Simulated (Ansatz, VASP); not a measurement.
# Cross-check of Al3Ge2As3 between VASP and Ansatz, part 3 of 3

One calculation is typed for both programs; each brings its own data sets. How far apart do they land? The cell is generated by rule, not measured, and may not be a known phase. The cell is taken from a series of runs on this material, whose earlier steps may have relaxed, scaled, displaced or heated it; both programs get it as it stands.

VASP 6.6.1 and Ansatz 0.2.0.

So far: Ansatz: relaxation of cell and atoms, LDA, pair 1; VASP: relaxation of cell and atoms, LDA, pair 1; Side by side; VASP: relaxation of cell and atoms, LDA, pair 2; Ansatz: relaxation of cell and atoms, LDA, pair 2; Comparison.

**8. Ansatz: relaxation of cell and atoms, LDA, pair 3**

Level of this step: Ansatz beside VASP: Kohn-Sham DFT, plane waves, LDA (Ansatz).

The relaxed volume is the usual yardstick between codes: in a stiff, nearly cubic crystal its relative difference is about their pressure difference at one cell divided by the bulk modulus.

The cell is taken from a series of runs on this material, whose earlier steps may have relaxed, scaled, displaced or heated it; both programs get it as it stands.

Contents of input.yaml:

```yaml
crystal:
  lattice:
    - [2.8206979415, 2.8206979415, 0.0]
    - [-2.8393992227, 2.8393992227, 0.0]
    - [0.0, 0.0, 11.226312513]
  atoms:
    - { symbol: Al, position: [0.0, 0.0, -0.0017794689] }
    - { symbol: Al, position: [0.5, 0.5, 0.2482613027] }
    - { symbol: Al, position: [0.0, 0.0, 0.4976512154] }
    - { symbol: As, position: [0.5, 0.0, 0.1256591494] }
    - { symbol: As, position: [1.0, 0.5, 0.3751293601] }
    - { symbol: As, position: [0.5, 0.0, 0.6231219385] }
    - { symbol: Ge, position: [0.5, 0.5, 0.7552905454] }
    - { symbol: Ge, position: [1.0, 0.5, 0.8766659574] }
kpoints:
  mp_grid: { grid: [8, 8, 4] }
hamiltonian:
  xc: lda
scf:
  occupations: { method: methfessel_paxton, width: 0.15 }
output:
  forces: true
  stress: true
  eigenvalues: true
relax:
  adjacent_minimum: "off"
  f_tol: 0.001
  max_steps: 60
  cell: { stress_tol: 0.01 }
```

Started as:

```sh
> ansatz run input.yaml --threads 8 --pin off --max-ram 14336MiB --backend cpu --events-out ev --progress --plain --runs-dir out
```

Numbers of over 12 decimals in the logs are rounded to 6 here.

The log of the run:

```text
[...]
Crystal: 8 atoms, lattice volume = 179.825 Å³
Basis set: ecut = 420 eV, 3509 PW (Γ)
Bands: 50, of which v1, the nominal top of the filled ones, is band 41 counted from 1 (40 counted from 0)
Symmetry: 4 space group operations
[...]
k-points: 75 of 256 (time reversal used)
[...]
- [2.820725, 2.820725, 0]
    - [-2.839375, 2.839375, 0]
    - [0, 0.0, 11.225070]
  atoms:
    - { symbol: Al, position: [0, 0, -0.00181828] }
    - { symbol: Al, position: [0.5, 0.5, 0.248237] }
    - { symbol: Al, position: [0, 0, 0.497645] }
    - { symbol: As, position: [0.5, 0, 0.125653] }
    - { symbol: As, position: [1.0, 0.5, 0.375125] }
    - { symbol: As, position: [0.5, 0, 0.623129] }
    - { symbol: Ge, position: [0.5, 0.5, 0.755331] }
    - { symbol: Ge, position: [1.0, 0.5, 0.876699] }
[key lines of the parts left out:]
SCF converged after 6 iterations
Free energy (F): -24293.221602 eV
Fermi energy:    7.260644 eV
P = ⅓ Tr σ = 0.0000 GPa (0.000 kbar)
```

**9. VASP: relaxation of cell and atoms, LDA, pair 3**

The same cell, functional (in two slightly different forms), mesh and smearing now go to VASP, with its own data sets.

Contents of INCAR:

```
SYSTEM = Al3Ge2As3
PREC = Accurate
ENCUT = 500
EDIFF = 1E-07
NELM = 120
ISMEAR = 1
SIGMA = 0.15
LREAL = .FALSE.
ALGO = Normal
GGA = PW92
NBANDS = 34
LORBIT = 11
LWAVE = .FALSE.
LCHARG = .FALSE.
ISIF = 3
IBRION = 2
NSW = 80
EDIFFG = -0.005
LASPH = .TRUE.
GGA_COMPAT = .FALSE.
NELMIN = 4
KPAR = 2
```

Contents of POSCAR:

```
Al3Ge2As3
1.0
    2.8206980000      2.8206980000      0.0000000000
   -2.8393990000      2.8393990000      0.0000000000
    0.0000000000      0.0000000000     11.2263130000
Al As Ge
3 3 2
Direct
    0.0000000000      0.0000001761      0.9982205200
    0.5000000000      0.5000001761      0.2482612947
    0.0000000000      0.0000001761      0.4976511879
    0.5000000000      0.0000001761      0.1256591545
    0.0000000000      0.5000001761      0.3751293056
    0.5000000000      0.0000001761      0.6231219457
    0.5000000000      0.5000001761      0.7552905393
    0.0000000000      0.5000001761      0.8766659187
```

Contents of KPOINTS:

```
Automatic mesh
0
Gamma
8 8 4
0 0 0
```

PAW data sets: Al, As and Ge_d (LDA family, release 64).

Started as:

```sh
> mpirun -np 2 vasp_std
```

The log of the run:

```text
[... set-up lines as in an earlier step ...]
 entering main loop
       N       E                     dE             d eps       ncg     rms          rms(c)
DAV:   1     0.401250687239E+03    0.40125E+03   -0.22600E+04  6346   0.231E+03
DAV:   2     0.300015286257E+02   -0.37125E+03   -0.35561E+03  5188   0.629E+02
DAV:   3    -0.385647384295E+02   -0.68566E+02   -0.67284E+02  5900   0.159E+02
DAV:   4    -0.423316572005E+02   -0.37669E+01   -0.37501E+01  6368   0.442E+01
[...]
DAV:  13    -0.412260597063E+02   -0.15353E-05   -0.79919E-06  7358   0.161E-02    0.380E-03
DAV:  14    -0.412260594574E+02    0.24889E-06   -0.10286E-06  6084   0.842E-03    0.215E-03
DAV:  15    -0.412260594432E+02    0.14201E-07   -0.35486E-07  5388   0.487E-03
   1 F= -.41226059E+02 E0= -.41226435E+02  d E =-.412261E+02
[... from here on, the cycles between the ionic steps are left out ...]
   2 F= -.41226336E+02 E0= -.41226719E+02  d E =-.276690E-03
   3 F= -.41226415E+02 E0= -.41226796E+02  d E =-.355464E-03
   4 F= -.41226415E+02 E0= -.41226795E+02  d E =-.355162E-03
   5 F= -.41226427E+02 E0= -.41226804E+02  d E =-.120196E-04
   6 F= -.41226432E+02 E0= -.41226804E+02  d E =-.172279E-04
   7 F= -.41226436E+02 E0= -.41226810E+02  d E =-.453097E-05
 trial-energy change:   -0.000005  1 .order   -0.000004   -0.000008   -0.000000
 step:   1.2184(harm=  1.2184)  dis= 0.00049  next Energy=   -41.226436 (dE=-0.436E-05)
 reached required accuracy - stopping structural energy minimisation
```

OUTCAR, selected parts (step 9):

```text
  Total       -0.0143050     -0.0143050     -0.0155521     -0.0026477      0.0000000      0.0000000
  in kB       -0.1270751     -0.1270751     -0.1381535     -0.0235202      0.0000000      0.0000000
  external PRESSURE =      -0.1307679 kB  Pullay stress =       0.0000000 kB

 POSITION                                       TOTAL-FORCE (eV/Angst)
 -----------------------------------------------------------------------------------
     -0.00000      0.00000     11.21539         0.000000      0.000000      0.000812
     -0.00940      2.83284      2.78940         0.000000      0.000000     -0.002806
     -0.00000      0.00000      5.59260         0.000000      0.000000      0.002393
      1.41172      1.41172      1.41128         0.000000      0.000000     -0.003065
     -1.42112      1.42112      4.21553         0.000000      0.000000     -0.000584
      1.41172      1.41172      7.00289         0.000000      0.000000      0.002960
     -0.00940      2.83284      8.48908         0.000000      0.000000      0.001030
     -1.42112      1.42112      9.85252         0.000000      0.000000     -0.000742
 -----------------------------------------------------------------------------------
    total drift:                                0.000900     -0.000900      0.000277

  FREE ENERGIE OF THE ION-ELECTRON SYSTEM (eV)
  ---------------------------------------------------
  free  energy   TOTEN  =       -41.2264363645 eV

  energy  without entropy=      -41.2275575407  energy(sigma->0) =      -41.22681009

[... 2 parts as in an earlier step ...]

[... 2 further parts left out ...]
[key lines of the parts left out:]
E-fermi :   4.5694
```

**10. Differences**

What differs besides the data sets and the points named for the pairs above, as far as they apply: the data sets hold 82 valence electrons in Ansatz (on its default PAW (the set named soft_2) files) and 52 in VASP. Total energies have different zeros and are not compared.

Both answers:

```tsv
quantity	Ansatz	VASP	difference
volume (Å³)	179.81	180.36	-0.31 %
edge a after relaxation, in the typed setting (Å)	3.989	3.993	-0.10 %
edge b after relaxation, in the typed setting (Å)	4.016	4.019	-0.10 %
edge c after relaxation, in the typed setting (Å)	11.225	11.238	-0.11 %
```

**11. What came out**

```json
{
 "difference in volume (relaxation of cell and atoms, LDA, pair 1)": "-0.31 %",
 "difference in volume (relaxation of cell and atoms, LDA, pair 2)": "-0.30 %",
 "difference in volume (relaxation of cell and atoms, LDA, pair 3)": "-0.31 %"
}
```

The difference in volume is -0.31 % (relaxation of cell and atoms, LDA, pair 1), within the 1.2 % picked in this series as the mark of a large difference, as far as the stopping tolerances let one tell. The data sets hold unlike numbers of valence electrons (82 in Ansatz and 52 in VASP), so part of the differences comes from the potentials. Such differences can come from data sets, numerical settings and the points named under the comparisons, not from the functional's error against experiment.

[Lines on the potential files, build, host, timing and source positions are cut from VASP's logs without a mark.]

[Logs are printed without paths, hosts, clocks, repeated set-up lines and the standing remarks that a program may print on its own settings, such as how far it seeks lower states.]

[Hosts, paths, dates, database ids (printed as entryN), source tags and the programs' standing remarks are cut or masked in the printed files.]
